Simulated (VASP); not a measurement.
Energy against volume of MnF$_{2}$ (rutile). Computed with SCAN meta-GGA, VASP's PBE PAW potentials (set 64) (plane waves; VASP). Run with 520 eV cut-off, 5×5×7 Γ-centred mesh, Gaussian smearing of 0.050 eV, potentials Mn_pv F.

Shape and ions are relaxed at each volume.

```csv
V (Å³/atom),E (eV/atom)
12.144,-11.31581
12.532,-11.32753
12.919,-11.33109
13.307,-11.32874
```

Fit these four points and predict the energy of the run at 13.695 Å³/atom.

A cubic in V^(−2/3), the third-order Birch-Murnaghan form, passes through the four points with V0 = 12.94 Å³/atom and B0 = 80 GPa, and gives -11.3222 eV/atom there. The run gave -11.3194 eV/atom, +2.9 meV/atom from the fit; all five points give B0 = 94 GPa.

The compound is MnF2 in the rutile structure. It was relaxed first.
